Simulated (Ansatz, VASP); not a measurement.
# GaP (GaP (F-43m)) in two plane-wave programs, part 2 of 2

Wanted: the spread between two codes on one cell, functional and k mesh. The cell is taken from a series of runs on this material, whose earlier steps may have relaxed, scaled, displaced or heated it; both programs get it as it stands.

VASP 6.6.1 and Ansatz 0.2.0.

So far. Step 2 (VASP: single point, HSE06 form with 40 % exact exchange …): The run ends at a pressure of 10.33 GPa, with forces up to 0.57 eV/Å.

In doubt: a hybrid run on one k-point, which bears on gaps, levels and energies.

## 3. Ansatz: single point, HSE06 form with 40 % exact exchange with an exact-exchange share of 0.4

Level of this step: Ansatz beside VASP: Kohn-Sham DFT, plane waves, HSE06 form with 40 % exact exchange (Ansatz).

Ansatz runs on its PAW soft_1 files.

The same cell, functional and mesh now go to Ansatz.

The input, input.yaml:

```yaml
crystal:
  checkpoint: "../host.a40.run"
basis:
  ecutwfc: 420.0
  ecutrho_ratio: 4
  xc_grid: 2
  fft_grid_basis: typed
  precision: f64
kpoints:
  mp_grid: { grid: [1, 1, 1] }
hamiltonian:
  xc: { preset: hse06, exx: 0.4 }
  pseudopotentials:
    kind: paw
    azcp: { folder: soft_1, P: "soft_1/P.paw.azcp", Ga: "soft_1/Ga.paw.azcp" }
scf:
  max_iter: 60
  occupations: { method: fixed }
output:
  eigenvalues: true
checkpoint:
  write: "../edges.a40.run"
  compress: false
  write_wavefunctions: false
  write_every: 100000
```

On the command line:

```
ansatz run input.yaml --threads 32 --pin off --max-ram 84787MiB --backend cuda --events-out ev --progress --plain --runs-dir out --max-vram 78GiB
```

Numbers of over 12 decimals in the logs are rounded to 6 here.

The log of the run:

```text
crystal.checkpoint: the structure is that of <dir>, a `scf` run: its result, under {"exchange":"pbe","correlation":"pbe","exx":{"coeff":0.4,"omega":0.207870}} at a charge of 0 e; 18 atoms read, 0 with a starting moment; no density is read with it (checkpoint.read); crystal.structure_sha256 for this input is
exact exchange: scf.exx.singularity resolves to wigner_seitz, which cuts the screened interaction at the faces of the exchange supercell's Wigner-Seitz cell, so that each pair interacts once, at the shortest of its separations (the periodic images that this leaves out come, for a point-like exchange hole, to about 0.827 eV on a filled level). The cut falls within the interaction's reach, and what an exchange supercel
Engine: ansatz 0.2.0, aarch64-unknown-linux-gnu
Pseudopotentials: kind: paw
Pseudopotential: Ga, paw, valence charge 13, recommended cutoff 420 eV (normal), soft_1/Ga.paw.azcp
Pseudopotential: P, paw, valence charge 5, recommended cutoff 420 eV (normal), soft_1/P.paw.azcp
Functional definition: unnamed
  parameter a_1 = 0.4
  parameter omega_1 = 0.207870/angstrom
  exchange = pbe_x + (-a_1)*pbe_x_sr(omega_1) + a_1*exact_x_sr(omega_1)
  correlation = pbe_c
davidson cushion auto → on  (no smearing: the cushion is to keep the highest requested band from converging to the state above it; pin scf.eigensolver.cushion to override)
device memory: the entry about to start is reckoned to put 2.2 GiB on a device that reports 183.5 GiB free (of which the cap on the GPU budget leaves the run 78.0 GiB)
GPU FFT provider: cuFFT
GPU libraries: cuBLAS 13.8.1, cuFFT 12.4.0, cuSOLVER 12.3.2
Crystal: 18 atoms, lattice volume = 362.003 Å³
Basis set: ecut = 420 eV, 7003 PW (Γ), exchange–correlation on 160×160×54 points (8 copies of the dense FFT grid, shifted against one another)
Bands: 99, of which v1, the nominal top of the filled ones, is band 81 counted from 1 (80 counted from 0)
Symmetry: 18 space group operations
Space group: Cm (ITA 8), of the structure as read, at distance tolerance 7.1e-5 Å
k-points: 1
Non-local potential: Ga, projectors of the file, l = 0: 2, l = 1: 2, l = 2: 3, l = 3: 1
Non-local potential: P, projectors of the file, l = 0: 2, l = 1: 2, l = 2: 1
PAW form: soft (Blöchl's): semilocal exchange-correlation on the pseudo side does not see the compensation charge
PAW frozen core: Ga, regenerated for the run's functional, and the local potential with it (the file was generated under x = pbe(κ = 0.804, μ = 0.219515), c = pbe(β = 0.066725))
PAW frozen core: P, regenerated for the run's functional, and the local potential with it (the file was generated under x = pbe(κ = 0.804, μ = 0.219515), c = pbe(β = 0.066725))
PAW one-centre angular grid: Ga, 590 points (default); XC on 64 Gauss nodes
PAW one-centre angular grid: P, 110 points (default); XC on 64 Gauss nodes
Initial density: superposition of atomic densities (chi_scale 0.1, normalization cell, long waves kept (reshape's long-wave potential 0.00 eV rms))
Initial wavefunctions: pseudopotential atomic-orbital guess
GPU buffer pool allocated for 172800 grid points (all kernels)
GPU transforms: local potential and band sums: pruned to the plane-wave sphere, on 80×80×25
Functional: x = pbe(κ = 0.804, μ = 0.219515), c = pbe(β = 0.066725), warm-up for x = pbe(κ = 0.804, μ = 0.219515) + 0.4 (exact − pbe) at short range (hse, ω = 0.207870 Å⁻¹), c = pbe(β = 0.066725)
SCF iter   1: F=—  HF=-40830.578204 eV  |Δ(HF+E_count)|=         —  Δρ=6.37e-2  dr2=1.44e1  Hψ=313
preconditioner: auto → none  [insulator: Δε(μ)=2.009 eV  Ē_g=13.114 eV  n_scr=90 (ndim 8)  ℏωp=24.8 eV  f_vac=0.000]
SCF iter   2: F=—  HF=-40827.626462 eV  |Δ(HF+E_count)|=    2.95e0  Δρ=3.16e-2  dr2=2.14e0  Hψ=263
SCF iter   3: F=—  HF=-40827.581345 eV  |Δ(HF+E_count)|=   4.51e-2  Δρ=1.00e-2  dr2=2.55e-1  Hψ=250
iter 4 solved again at ethr=7.57e-6 eV; its pass at ethr=1.58e-4 eV (dr2=1.23e-2 eV) is discarded
SCF iter   4: F=—  HF=-40827.585381 eV  |Δ(HF+E_count)|=   4.04e-3  Δρ=2.83e-3  dr2=1.15e-2  Hψ=567
SCF iter   5: F=—  HF=-40827.579329 eV  |Δ(HF+E_count)|=   6.05e-3  Δρ=6.74e-4  dr2=1.10e-3  Hψ=321
SCF iter   6: F=-40827.579625 eV  HF=-40827.579695 eV  |Δ(HF+E_count)|=   3.65e-4  Δρ=2.30e-4  dr2=1.29e-4  Hψ=299
SCF 1 stopped early in 6 iterations: F = -40827.579625 eV  dr2 = 1.29e-4
  greatest PAW one-centre occupation: 0.995 electrons in one spin orbital (limit 2), on the Ga atom at site 16 (counted from 0), in its partial waves of l = 2
device memory: the entry about to start is reckoned to put 2.6 GiB on a device that reports 183.4 GiB free (of which the cap on the GPU budget leaves the run 78.0 GiB)
GPU FFT provider: cuFFT
GPU libraries: cuBLAS 13.8.1, cuFFT 12.4.0, cuSOLVER 12.3.2
Initial density: handed on by an earlier stage of this run
Initial wavefunctions: those handed on with the density
GPU buffer pool allocated for 172800 grid points (all kernels)
GPU transforms: local potential and band sums: pruned to the plane-wave sphere, on 80×80×25
Functional: x = pbe(κ = 0.804, μ = 0.219515) + 0.4 (exact − pbe) at short range (hse, ω = 0.207870 Å⁻¹), c = pbe(β = 0.066725)
Exchange kernel: α = 0.4000, screened, ω = 0.2079 Å⁻¹, Wigner–Seitz truncation, v(0) = 607.7685 eV·Å³, q-mesh 1×1×1, nearest image of the exchange supercell L = 3.85 Å, pair-density grid 45×45×15, without the augmentation charges, whose exchange is taken in its separable form (sized by the pseudopotential files, 64×64×24 at the most)
Frozen-core exchange: fock
SCF iter   1: F=—  HF=-40844.785103 eV  |Δ(HF+E_count)|=         —  Δρ=2.04e-2  dr2=6.22e-1  Hψ=695
preconditioner: auto → none  [insulator: Δε(μ)=2.966 eV  Ē_g=17.790 eV  n_scr=90 (ndim 8)  ℏωp=24.8 eV  f_vac=0.040]
SCF iter   2: F=—  HF=-40844.469467 eV  |Δ(HF+E_count)|=   3.16e-1  Δρ=3.47e-3  dr2=7.21e-2  Hψ=491
SCF iter   3: F=—  HF=-40844.731952 eV  |Δ(HF+E_count)|=   2.62e-1  Δρ=4.57e-3  dr2=3.54e-2  Hψ=498
[...]
SCF iter   6: F=-40844.734143 eV  HF=-40844.734149 eV  |Δ(HF+E_count)|=   4.52e-4  Δρ=5.01e-5  dr2=9.48e-5  Hψ=285
SCF 2 stopped early in 6 iterations: F = -40844.734143 eV  dr2 = 9.48e-5
hybrid outer 1: dexx = +3.182e-1 eV, tail = 2.38e-3 eV
GPU FFT provider: cuFFT
GPU libraries: cuBLAS 13.8.1, cuFFT 12.4.0, cuSOLVER 12.3.2
GPU buffer pool allocated for 172800 grid points (all kernels)
GPU transforms: local potential and band sums: pruned to the plane-wave sphere, on 80×80×25
Exchange kernel: α = 0.4000, screened, ω = 0.2079 Å⁻¹, Wigner–Seitz truncation, v(0) = 607.7685 eV·Å³, q-mesh 1×1×1, nearest image of the exchange supercell L = 3.85 Å, pair-density grid 45×45×15, without the augmentation charges, whose exchange is taken in its separable form (sized by the pseudopotential files, 64×64×24 at the most)
Frozen-core exchange: fock
SCF iter   1: F=—  HF=-40844.722861 eV  |Δ(HF+E_count)|=         —  Δρ=1.47e-4  dr2=1.18e-4  Hψ=261
preconditioner: auto → none  [insulator: Δε(μ)=3.025 eV  Ē_g=17.490 eV  n_scr=90 (ndim 8)  ℏωp=24.8 eV  f_vac=0.038]
SCF iter   2: F=—  HF=-40844.722989 eV  |Δ(HF+E_count)|=   1.29e-4  Δρ=9.91e-5  dr2=5.53e-5  Hψ=395
iter 3 solved again at ethr=1.70e-9 eV; its pass at ethr=2.92e-8 eV (dr2=2.76e-6 eV) is discarded
SCF iter   3: F=—  HF=-40844.722970 eV  |Δ(HF+E_count)|=   1.97e-5  Δρ=3.02e-5  dr2=4.26e-6  Hψ=478
SCF iter   4: F=—  HF=-40844.722979 eV  |Δ(HF+E_count)|=   9.03e-6  Δρ=1.64e-5  dr2=7.64e-7  Hψ=396
SCF iter   5: F=-40844.722978 eV  HF=-40844.722978 eV  |Δ(HF+E_count)|=   5.62e-7  Δρ=1.39e-6  dr2=8.76e-8  Hψ=322
SCF 3 converged in 5 iterations: F = -40844.722978 eV  dr2 = 8.76e-8
hybrid outer 2: dexx = +1.497e-4 eV, tail = 7.63e-6 eV, Δε = 6.10e-3 eV (about 4.12e-4 eV left of the loop's levels)
GPU FFT provider: cuFFT
GPU libraries: cuBLAS 13.8.1, cuFFT 12.4.0, cuSOLVER 12.3.2
GPU buffer pool allocated for 172800 grid points (all kernels)
GPU transforms: local potential and band sums: pruned to the plane-wave sphere, on 80×80×25
Exchange kernel: α = 0.4000, screened, ω = 0.2079 Å⁻¹, Wigner–Seitz truncation, v(0) = 607.7685 eV·Å³, q-mesh 1×1×1, nearest image of the exchange supercell L = 3.85 Å, pair-density grid 45×45×15, without the augmentation charges, whose exchange is taken in its separable form (sized by the pseudopotential files, 64×64×24 at the most)
Frozen-core exchange: fock
SCF iter   1: F=—  HF=-40844.722946 eV  |Δ(HF+E_count)|=         —  Δρ=8.62e-6  dr2=5.50e-7  Hψ=270
preconditioner: auto → none  [insulator: Δε(μ)=3.027 eV  Ē_g=17.482 eV  n_scr=90 (ndim 8)  ℏωp=24.8 eV  f_vac=0.038]
iter 2 solved again at ethr=3.64e-12 eV; its pass at ethr=2.50e-10 eV (dr2=5.89e-9 eV) is discarded
SCF iter   2: F=-40844.722946 eV  HF=-40844.722946 eV  |Δ(HF+E_count)|=   1.58e-7  Δρ=1.85e-6  dr2=8.57e-8  Hψ=606
SCF 4 converged in 2 iterations: F = -40844.722946 eV  dr2 = 8.57e-8
hybrid outer 3: dexx = +2.885e-7 eV, tail = 1.99e-7 eV, Δε = 1.89e-4 eV (about 4.17e-5 eV left of the loop's levels)
WARN: the filled states extend beyond the cell (their overlap across the Brillouin zone is 0.162, against 0 in a metal and nearly 1 for localised states). With one k-point a hybrid's gap, moments and forces can then be wrong. Use a denser k-mesh, or a larger cell for a defect
hybrid SCF converged: 3 outer / 13 inner (+6 warm-up), last move |dexx| = 2.89e-7 eV, tail = 1.99e-7 eV
Stability not checked: this state was not tested for a lower state beside it, because the functional holds exact exchange (a hybrid, or Hartree-Fock), whose exchange loop this test does not read (fock_operator; see scf.lower_state_search)
Free energy (F): -40844.722946 eV
Frozen-core exchange: fock
Harris-Foulkes:  -40844.722946 eV  (|F-HF|=4.15e-9)
Internal energy: -40844.722946 eV  (E = F + TS)
E sigma→0 (E₀):  -40844.722946 eV
Fermi energy:    6.707859 eV
--- Per-component energies (eV) ---
  E_band       = -1016.547060
  E_kinetic    = 1664.185060
  E_local      = -15129.804718  (includes V_loc(G=0)·N_el)
  E_nonlocal   = -516.399182
  E_hartree    = 9242.246453
  E_xc         = -851.499773
  E_vxc        = -732.274226  (∫ρ·V_xc dr)
  E_exx        = -818.070949  (= α·E_x^exact, valence–valence)
  E_paw        = -22596.637583  (= ΣΔE_a)
  E_vpaw       = -3150.605305  (= ΣTr[D̂ρ^β])
  E_aug_tail   = -0.002069  (compensation charges beyond the density's cutoff)
  E_ewald      = -11839.008075
  E_core_change = 0.267888  (= ΣΔE_core)
  E_smearing   = -0.000000  (= −TS)
  E_closure    = 0.000000  (closes the sum)
  Σ components = -40844.722946   (vs F -40844.722946, Δ=0.00e0)
--- Band table (eV) ---
  k-point 0: bands = ["-12.3247", "-12.3247", "-12.3247", "-12.3247", "-12.3200", "-12.3200", "-12.3052", "-12.2889", "-12.2889", "-12.2663", "-12.2662", "-12.2662", "-12.2462", "-12.2462", "-12.2462"
```

In the SCF lines HF is the Harris–Foulkes energy and dr2 the Hartree energy of the density residual, in eV; the loop may stop once dr2 is under the threshold and the program's other checks hold. Hψ counts applications of the Hamiltonian.

## 4. Comparison

Known differences besides the potentials themselves: exact exchange at q = 0 is treated differently, which shows on coarse meshes; VASP keeps PBE cores, Ansatz makes them for the functional; fixed occupations in Ansatz, narrow Gaussian smearing in VASP; the cutoff is 420 eV in Ansatz and 400 eV in VASP; VASP takes a coarser grid for exact exchange (PRECFOCK = Fast). Total energies have different zeros and are not compared.

Both answers:

| quantity | Ansatz | VASP | difference |
| --- | --- | --- | --- |
| gap on the k mesh (eV) | 3.027 | 2.885 | +0.142 |

A gap on the mesh is an upper bound, since the band edges may lie between its points.

## 5. Outcome

* difference in gap on the k mesh (single point, HSE06 form with 40 % exact exchange with an exact-exchange share of 0.4): 0.14 eV

What this shows: The difference in gap on the k mesh is 0.14 eV (single point, HSE06 form with 40 % exact exchange with an exact-exchange share of 0.4), beyond the 0.08 eV picked in this series as the mark of a large difference. What causes the difference of the single point, HSE06 form with 40 % exact exchange with an exact-exchange share of 0.4 pair stays open here. How closely two codes agree says nothing of how well the functional describes the real material.

[Lines on the potential files, build, host, timing and source positions are cut from VASP's logs without a mark.]

[Logs are printed without paths, hosts, clocks, repeated set-up lines and the standing remarks that a program may print on its own settings, such as how far it seeks lower states.]

[Hosts, paths, dates, database ids (printed as entryN), source tags and the programs' standing remarks are cut or masked in the printed files.]
